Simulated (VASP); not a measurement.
Set up this calculation in VASP 6.6.1, as the native input.

| Property | Result |
| --- | --- |
| Task | relaxation of cell and atoms |
| Functional | PBE |
| Potentials or basis | VASP PAW PBE potentials, release 64 (Rb_sv, Ge_d, N) |
| Cutoff | 600 eV |
| k mesh | 6 × 6 × 6 |
| Occupations | fermi-dirac, width 0.05 eV |
| Spin | no spin polarisation |
| Target pressure | 2 GPa |
| Further INCAR settings | ALGO = Normal; EDIFF = 1e-06; IBRION = 2; EDIFFG = -0.02; NSW = 60; ISIF = 3 |
| Target pressure | 2 GPa |

The structure of RbGeN lies in POSCAR:

```
RbGeN
1.0
   -2.5348500000      2.5348500000      6.3817200000
    2.5348500000     -2.5348500000      6.3817200000
    2.5348500000      2.5348500000     -6.3817200000
Rb Ge N
2 2 2
Direct
    0.5503900000      0.5503900000      0.0000000000
    0.3003900000      0.8003900000      0.5000000000
    0.0299400000      0.0299400000      0.0000000000
    0.7799400000      0.2799400000      0.5000000000
    0.1655800000      0.1655800000      0.0000000000
    0.9155800000      0.4155800000      0.5000000000
```

The cell was built by a generator and needn't be a form met in nature.

One way to write it, as run:

INCAR

```
PREC     = Accurate       # precision mode
ENCUT    = 600            # plane-wave cutoff, eV
EDIFF    = 1E-6           # SCF threshold, eV
ISMEAR   = -1             # smearing method
SIGMA    = 0.05           # smearing width, eV
LREAL    = F              # projectors in reciprocal space
LASPH    = T              # aspherical terms in the spheres
NELM     = 60             # most SCF steps
ALGO     = Normal         # electronic algorithm
ISIF     = 3              # what is computed and relaxed
LWAVE    = F              # write WAVECAR
LCHARG   = F              # write CHGCAR
GGA      = PE             # functional
IBRION   = 2              # ionic algorithm
NSW      = 60             # ionic steps
EDIFFG   = -0.02          # ionic threshold
PSTRESS  = 20
```

KPOINTS

```
Automatic mesh
0
Gamma
  6 6 6
```

Potentials or basis: VASP PAW PBE potentials, release 64 (Rb_sv, Ge_d, N).

The run is started by

```bash
$ cat potpaw_PBE.64/Rb_sv/POTCAR potpaw_PBE.64/Ge_d/POTCAR potpaw_PBE.64/N/POTCAR > POTCAR
$ mpirun -np 1 vasp_std > vasp.out
```

It gave:

```yaml
Relaxed_volume: 23.88 Å³/atom
Relaxed_cell: a = 7.007 Å, b = 7.007 Å, c = 7.007 Å, α = 139.58°, β = 139.58°, γ = 58.50°
Space_group_after_relaxing_to_0.05_Å: I4_1md (No. 109)
Energy_change_on_relaxing_the_enthalpy_is_what_falls: +17.4 meV/atom
Ionic_steps: 30
Pressure_after_relaxing: 2.0 GPa
Largest_force_after_relaxing: 0.012 eV/Å
Band_gap_on_the_k_mesh: 1.25 eV, indirect (least direct gap 1.38 eV)
```

Caveat: the cell is relaxed towards a set pressure, so the enthalpy falls and the energy may rise.

Wall time 53 min on 1 thread of Intel(R) Xeon(R) 6975P-C (Granite Rapids), on a shared host, peak memory 0.67 GiB.
